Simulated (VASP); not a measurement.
Cost and result of VASP (PAW) for the band gap of LiBr (rock salt). Gaps are without spin-orbit coupling. Each level names its cell: its own relaxed one, PBE's, or the starting one. A gap is the smallest over the k-mesh and a band path; hybrids may have named points in place of the path, and GW has the mesh alone. The cost counts the self-consistent run with its band path or extra points (for GW, with the PBE run and the diagonalisation ahead of it), each on the mesh and cut-off of its row, so the ratios hold those differences too. With LDA it took about 20 core-seconds. Costs are core time on shared hosts, one run each; read them as rough ratios.

Measured: 7.60 eV (as given by Abedi et al., (2022), arXiv:2211.14644).

```csv
level,k-mesh,cut-off (eV),band gap (eV),error (eV),cost over LDA
LDA (own cell),10×10×10,520,5.17,-2.43,reference
PW91 (own cell),9×9×9,520,4.95,-2.65,within a factor of 2
revPBE (own cell),9×9×9,520,4.89,-2.71,within a factor of 2
optB86b-vdW (own cell),9×9×9,520,…,…,about 2 times
vdW-DF-cx (own cell),9×9×9,520,5.10,-2.50,about 2 times
vdW-DF2 (own cell),9×9×9,520,4.76,-2.84,about 2 times
Hartree-Fock (PBE cell),6×6×6,520,…,…,…
```

**Question.** Some entries are withheld; supply them.

**Answer.** 
- optB86b-vdW (own cell), band gap (eV): 5.09
- optB86b-vdW (own cell), error (eV): -2.51
- Hartree-Fock (PBE cell), band gap (eV): 13.03
- Hartree-Fock (PBE cell), error (eV): +5.43
- Hartree-Fock (PBE cell), cost over LDA: about 30 times

Left out are levels that failed, ran on another kind of processor or have no fit band path; at most nine are shown.

The compound is LiBr in the rock salt structure.
